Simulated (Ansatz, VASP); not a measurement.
## Al5GaP6: VASP beside Ansatz

```
CELL_PARAMETERS angstrom
6.73217 0.00000 0.00000
-3.36608 5.83023 0.00000
0.00000 0.00000 6.38588
ATOMIC_POSITIONS crystal
Al 0.33353 0.33353 0.99987
Al 0.00000 0.66647 0.99987
Al 0.66647 0.00000 0.99987
Al 0.66667 0.33333 0.50007
Al 0.33333 0.66667 0.50007
Ga 0.00000 0.00000 0.50125
P 0.33370 0.33370 0.37450
P 0.00000 0.66630 0.37450
P 0.66630 0.00000 0.37450
P 0.66667 0.33333 0.87456
P 0.33333 0.66667 0.87456
P 0.00000 0.00000 0.87636
```

Alike in both runs: task single point; functional PBE; k mesh 3 × 3 × 4; occupations gaussian, width 0.1 eV; no spin polarisation.

```csv
,VASP,Ansatz
version,VASP 6.6.1,Ansatz 0.2.0
potentials or method,"VASP PAW PBE potentials, release 64 (Al, Ga_d, P)","scalar-relativistic, plane waves, PAW"
plane-wave cutoff (eV),520,420
valence electrons in the cell,58,58
```

Ansatz gave:

* gap on the k mesh at the Fermi level (eV): 1.74
* least direct gap on the mesh (eV): 2.12
* pressure (GPa): 0.0

Question: Which values does VASP return?

Answer: gap on the k mesh at the Fermi level (eV): 1.73; least direct gap on the mesh (eV): 2.12; pressure (GPa): -0.1.

Caveats: an odd mesh through Γ misses points on the zone boundary, where band edges often lie.
